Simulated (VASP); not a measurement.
Consider the following.

```
Ag
1.0
    0.00000     2.15565     2.15565
    2.15565     0.00000     2.15565
    2.15565     2.15565     0.00000
Ag
1
Direct
  0.00000   0.00000   0.00000
```

Method: vdW-DF2, VASP's PBE PAW potentials (set 64) (plane waves; VASP). Run with 520 eV cut-off, Gaussian smearing of 0.050 eV, potentials Ag.

Question: Estimate the band gap (along the path) with the smallest direct gap where there is one.

Answer: 
```yaml
band gap (along the path): none (metal, semimetal or under 0.01 eV)
```

Only differences to runs with the same potentials and settings are physical.

The compound is Ag in the fcc structure. It was relaxed first, which changed the volume by +17 %.
